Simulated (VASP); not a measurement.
Sr2Br3, 5 atoms in the cell. Symmetry: P-3m1, No. 164, trigonal system. Conventional cell: a = 5.252 Å, b = 5.252 Å, c = 6.532 Å, α = 90.00°, β = 90.00°, γ = 120.00°. Sr (site symmetry 3m) is surrounded by 5 Br at 3.15 to 3.36 Å. Br (site symmetry 3m) is surrounded by 5 Sr at 3.15 to 3.36 Å and 3 Br at 3.28 Å. Br (site symmetry -3m) has 6 Br at 3.28 Å and 6 Sr at 3.69 Å as nearest neighbours. The cell was built by a generator and needn't be a form met in nature.

| Quantity | Value |
| --- | --- |
| Program | VASP 6.6.1 |
| Task | single point |
| Functional | PBE |
| Potentials or basis | VASP PAW PBE potentials, release 64 (Sr_sv, Br) |
| Cutoff | 520 eV |
| k mesh | 6 × 6 × 4 |
| Occupations | fermi-dirac, width 0.05 eV |
| Spin | no spin polarisation |
| Further INCAR settings | ALGO = Normal; EDIFF = 1e-07; NBANDS = 28 |

Potentials or basis: VASP PAW PBE potentials, release 64 (Sr_sv, Br).

Command:

```console
$ cat potpaw_PBE.64/Sr_sv/POTCAR potpaw_PBE.64/Br/POTCAR > POTCAR
$ mpirun -np 1 vasp_std > vasp.out
```

Hardware: 1 thread of Intel(R) Xeon(R) Platinum 8488C (Sapphire Rapids), with other jobs on the host.

How long does it take, and how much memory?

Wall time 120 s on 1 thread of Intel(R) Xeon(R) Platinum 8488C (Sapphire Rapids), on a shared host, peak memory 0.31 GiB. Counts: scf iterations 16, k points 24.
